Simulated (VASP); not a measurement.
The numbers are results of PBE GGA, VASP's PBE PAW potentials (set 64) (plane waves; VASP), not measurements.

Input for VASP

**INCAR**
```
SYSTEM  =  Sc
PREC  =  Accurate; ENCUT  =  500; LREAL  =  F
LASPH  =  T
EDIFF  =  1E-6; NELM  =  100; ALGO  =  Normal
LMAXMIX  =  4
ISMEAR  =  1; SIGMA  =  0.1
GGA  =  PE
IBRION  =  2; NSW  =  40; ISIF  =  3
EDIFFG  =  -0.02; PSTRESS  =  200
LWAVE  =  F; LCHARG  =  F
```

### KPOINTS
```
Automatic mesh
0
Gamma
13 13 8
0 0 0
```

**POSCAR**
```
Sc
1
    1.5853995117    -2.7459923883     0.0000000000
    1.5853995117     2.7459923883     0.0000000000
    0.0000000000    -0.0000000000     4.8894188160
Sc
2
Direct
  0.3333330000   0.6666670000   0.2500000000
  0.6666670000   0.3333330000   0.7500000000
```

POTCAR, in this order: Sc_sv (PBE.64 set). Program: vasp_std.

Output of the run:

OSZICAR:
```
       N       E                     dE             d eps       ncg     rms          rms(c)
DAV:   1     0.379791494838E+03    0.37979E+03   -0.11020E+04  3166   0.156E+03
DAV:   2     0.933372905232E+01   -0.37046E+03   -0.36565E+03  4309   0.665E+02
DAV:   3    -0.130989807802E+02   -0.22433E+02   -0.21793E+02  5220   0.194E+02
DAV:   4    -0.134354748819E+02   -0.33649E+00   -0.33478E+00  4716   0.226E+01
DAV:   5    -0.134412492572E+02   -0.57744E-02   -0.57720E-02  5271   0.277E+00    0.888E+00
DAV:   6    -0.124553414061E+02    0.98591E+00   -0.21863E+00  3934   0.205E+01    0.285E+00
DAV:   7    -0.123137126867E+02    0.14163E+00   -0.58885E-01  4025   0.984E+00    0.749E-01
DAV:   8    -0.123047295531E+02    0.89831E-02   -0.17230E-02  4440   0.194E+00    0.183E-01
DAV:   9    -0.123041606380E+02    0.56892E-03   -0.31728E-03  4307   0.755E-01    0.192E-02
DAV:  10    -0.123041629231E+02   -0.22850E-05   -0.66110E-05  5364   0.131E-01    0.675E-03
DAV:  11    -0.123041582935E+02    0.46295E-05   -0.31250E-06  3110   0.291E-02    0.135E-03
DAV:  12    -0.123041595768E+02   -0.12833E-05   -0.28181E-07  2100   0.123E-02    0.853E-04
DAV:  13    -0.123041593124E+02    0.26442E-06   -0.93569E-08  2009   0.671E-03
   1 F= -.69898761E+01 E0= -.69897045E+01  d E =-.698988E+01
       N       E                     dE             d eps       ncg     rms          rms(c)
DAV:   1    -0.187173284064E+02   -0.64132E+01   -0.21795E+02  3150   0.227E+02    0.229E+01
DAV:   2    -0.122549370482E+02    0.64624E+01   -0.16937E+01  4308   0.663E+01    0.658E+00
DAV:   3    -0.113723380889E+02    0.88260E+00   -0.32149E+00  3914   0.258E+01    0.373E+00
DAV:   4    -0.113590862556E+02    0.13252E-01   -0.11593E-01  4018   0.495E+00    0.470E-01
DAV:   5    -0.113587963328E+02    0.28992E-03   -0.14261E-02  5022   0.162E+00    0.843E-02
DAV:   6    -0.113587763050E+02    0.20028E-04   -0.58030E-04  4914   0.425E-01    0.282E-02
DAV:   7    -0.113587687852E+02    0.75198E-05   -0.44335E-05  4732   0.104E-01    0.668E-03
DAV:   8    -0.113587670513E+02    0.17339E-05   -0.16899E-06  2534   0.259E-02    0.207E-03
DAV:   9    -0.113587672274E+02   -0.17615E-06   -0.37390E-07  1820   0.153E-02
   2 F= -.69977446E+01 E0= -.69982346E+01  d E =-.786853E-02
       N       E                     dE             d eps       ncg     rms          rms(c)
DAV:   1    -0.138067364833E+02   -0.24480E+01   -0.59588E+01  3150   0.125E+02    0.101E+01
DAV:   2    -0.120982349961E+02    0.17085E+01   -0.54514E+00  4682   0.378E+01    0.295E+00
DAV:   3    -0.119372330605E+02    0.16100E+00   -0.76821E-01  3949   0.119E+01    0.121E+00
DAV:   4    -0.119366503330E+02    0.58273E-03   -0.34071E-02  4130   0.276E+00    0.288E-01
DAV:   5    -0.119359242928E+02    0.72604E-03   -0.43069E-03  4710   0.966E-01    0.365E-02
DAV:   6    -0.119359553072E+02   -0.31014E-04   -0.10430E-04  5163   0.167E-01    0.218E-02
DAV:   7    -0.119359527547E+02    0.25525E-05   -0.99157E-06  4083   0.471E-02    0.380E-03
DAV:   8    -0.119359530714E+02   -0.31668E-06   -0.67949E-07  1876   0.167E-02
   3 F= -.71241610E+01 E0= -.71244529E+01  d E =-.134285E+00
       N       E                     dE             d eps       ncg     rms          rms(c)
DAV:   1    -0.119270435206E+02    0.89092E-02   -0.24427E-02  3164   0.248E+00    0.216E-01
DAV:   2    -0.119263411348E+02    0.70239E-03   -0.19837E-03  4687   0.700E-01    0.634E-02
DAV:   3    -0.119262597585E+02    0.81376E-04   -0.36256E-04  3927   0.261E-01    0.305E-02
DAV:   4    -0.119262611935E+02   -0.14350E-05   -0.12513E-05  4221   0.540E-02    0.476E-03
DAV:   5    -0.119262607616E+02    0.43190E-06   -0.23518E-06  2387   0.238E-02
   4 F= -.71241812E+01 E0= -.71244801E+01  d E =-.134305E+00
```

OUTCAR:
```
------------------------ aborting loop because EDIFF is reached ----------------------------------------
  FORCE on cell =-STRESS in cart. coord.  units (eV):
  Direction    XX          YY          ZZ          XY          YZ          ZX
  --------------------------------------------------------------------------------------
  Total        4.8410797      4.8410793      4.7737502      0.0000000      0.0000000     -0.0000000
  in kB      201.6243020    201.6242837    198.8201177      0.0000000      0.0000000     -0.0000000
  external PRESSURE =       0.6895678 kB  Pullay stress =     200.0000000 kB
  volume of cell :       38.47
      direct lattice vectors                 reciprocal lattice vectors
     1.532907602 -2.655073729  0.000000000     0.326177520 -0.188318688 -0.000000000
     1.532907602  2.655073729  0.000000000     0.326177520  0.188318688 -0.000000000
     0.000000000 -0.000000000  4.725931059    -0.000000000  0.000000000  0.211598516
 POSITION                                       TOTAL-FORCE (eV/Angst)
 -----------------------------------------------------------------------------------
      1.53291      0.88503      1.18148        -0.000000      0.000000      0.000000
      1.53291     -0.88503      3.54445         0.000000     -0.000000      0.000000
 -----------------------------------------------------------------------------------
    total drift:                               -0.000087      0.000630     -0.000016
  FREE ENERGIE OF THE ION-ELECTRON SYSTEM (eV)
  ---------------------------------------------------
  free  energy   TOTEN  =       -11.9262607616 eV

  energy  without entropy=      -11.9271575685  energy(sigma->0) =      -11.92655970
  enthalpy is  TOTEN    =        -7.1241811654 eV   P V=        4.8020795962

 reached required accuracy - stopping structural energy minimisation
```
(Selected blocks of OUTCAR.)

File CONTCAR:
```
Sc
   1.00000000000000
     1.5329076017656100   -2.6550737293295055    0.0000000000000000
     1.5329076017656100    2.6550737293295055    0.0000000000000000
     0.0000000000000000   -0.0000000000000000    4.7259310588605610
  Sc
     2
Direct
     0.3333330000000032    0.6666669999999968    0.2500000000000000
     0.6666669999999968    0.3333330000000032    0.7500000000000000
```

OUTCAR:
```
 val. band max:        5.2389230635   @ k =   0.2308   0.2308   0.3750

 cond. band min:       5.2493299908   @ k =   0.3077   0.0769   0.0000


 Fermi energy:         5.2469400739

 k-point     1 :       0.0000    0.0000    0.0000
  band No.  band energies     occupation
      1     -43.5622      2.00000
      2     -43.3584      2.00000
      3     -22.6863      2.00000
      4     -21.9093      2.00000
      5     -21.9093      2.00000
      6     -21.7623      2.00000
      7     -21.7623      2.00000
      8     -21.7026      2.00000
      9      -0.2172      2.00000
     10       3.2590      2.00000
     11       6.7557     -0.00000
     12       7.1192     -0.00000
     13       7.1192     -0.00000
     14       7.5744      0.00000
     15       7.7769      0.00000

 k-point     2 :       0.0769    0.0000    0.0000
  band No.  band energies     occupation
      1     -43.5546      2.00000
      2     -43.3560      2.00000
      3     -22.6690      2.00000
      4     -21.9425      2.00000
      5     -21.9210      2.00000
      6     -21.7973      2.00000
      7     -21.7657      2.00000
      8     -21.7109      2.00000
      9      -0.0548      2.00000
     10       3.3908      2.00000
     11       6.5130     -0.00000
     12       6.8112     -0.00000
     13       7.2468     -0.00000
     14       7.6647      0.00000
     15       7.7984      0.00000

 k-point     3 :       0.1538    0.0000    0.0000
  band No.  band energies     occupation
      1     -43.5330      2.00000
      2     -43.3498      2.00000
      3     -22.6190      2.00000
      4     -22.0351      2.00000
      5     -21.9521      2.00000
      6     -21.8920      2.00000
      7     -21.7762      2.00000
      8     -21.7356      2.00000
      9       0.4128      2.00000
     10       3.7409      2.00000
     11       5.9584     -0.00000
     12       6.2759     -0.00000
     13       7.4059      0.00000
     14       7.6188      0.00000
     15       7.7110      0.00000
...
```

Energy and stress use the plane-wave basis of the starting cell.

The compound is Sc in the hcp structure. This run relaxes it under an external pressure of 20 GPa. Symmetry was kept, so distortions that lower it aren't found.
